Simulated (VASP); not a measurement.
All values below come from LDA (Ceperley-Alder, Perdew-Zunger), VASP's LDA PAW potentials (set 64) (plane waves; VASP).

The input files of a VASP run:

**KPOINTS**
```
Automatic mesh
0
Gamma
8 8 5
0 0 0
```

POSCAR:
```
GaN
1
    1.5554777387    -2.6941664365     0.0000000000
    1.5554777387     2.6941664365     0.0000000000
    0.0000000000     0.0000000000     5.0679389152
Ga N
2 2
Direct
  0.6666670000   0.3333330000   0.5001909547
  0.3333330000   0.6666670000   0.0001909547
  0.6666670000   0.3333330000   0.8768090453
  0.3333330000   0.6666670000   0.3768090453
```

**INCAR**
```
SYSTEM = GaN
PREC = Accurate; ENCUT = 620; LREAL = .False.
LASPH = .True.
EDIFF = 1E-6; NELM = 100; ALGO = Normal
LMAXMIX = 4
ISMEAR = 0; SIGMA = 0.05
IBRION = 2; NSW = 40; ISIF = 3
EDIFFG = -0.02; PSTRESS = 200
LWAVE = .False.; LCHARG = .False.
```

POTCAR, in this order: Ga_d N (LDA.64 set). Program: vasp_std.

Task: What will the output report for the number of irreducible k-points (NKPTS), largest plane-wave count, number of space-group operations, FFT grid (NGX, NGY, NGZ)?

Result: 
```yaml
number of irreducible k-points (NKPTS): 30
largest_plane_wave_count: 1514
number_of_space_group_operations: 12
FFT grid (NGX, NGY, NGZ): 28 × 28 × 42
```

The compound is GaN in the wurtzite structure. This run relaxes it under an external pressure of 20 GPa. Symmetry was kept, so distortions that lower it aren't found.
